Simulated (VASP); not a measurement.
Crystal: ZnAu.

```xyz
2
Lattice="3.1501 0.0000 0.0000 0.0000 3.1501 0.0000 0.0000 0.0000 3.1501" Properties=species:S:1:pos:R:3 pbc="T T T"
Zn    1.5750    1.5750    1.5750
Au    0.0000    0.0000    0.0000
```

The cell comes from a database or a generator and needn't be the stable form of this composition.

* Program: VASP 6.6.1
* Task: relaxation of cell and atoms
* Functional: PBE
* Potentials or basis: VASP PAW PBE potentials, release 64 (Zn, Au)
* Cutoff: 600 eV
* k mesh: 6 × 6 × 6
* Occupations: gaussian, width 0.1 eV
* Spin: no spin polarisation

At the start: pressure 4.7 GPa; volume 15.63 Å³/atom.

Where does the relaxation end?

Over 3 steps the energy falls by 8.7 meV/atom and the volume is 16.24 Å³/atom (+3.9 %); space group Pm-3m (No. 221, to 0.05 Å).

Step by step:
```
step  energy change (eV)  largest force (eV/Å)  pressure (GPa)  volume (Å³)
   1              0.0000                0.0000            4.70        31.26
   2             -0.0090                0.0000           -2.92        33.38
   3             -0.0175                0.0000           -0.02        32.48
```

Final structure:
```
CELL_PARAMETERS angstrom
3.19067 0.00000 0.00000
0.00000 3.19067 0.00000
0.00000 0.00000 3.19067
ATOMIC_POSITIONS crystal
Zn 0.50000 0.50000 0.50000
Au 0.00000 0.00000 0.00000
```
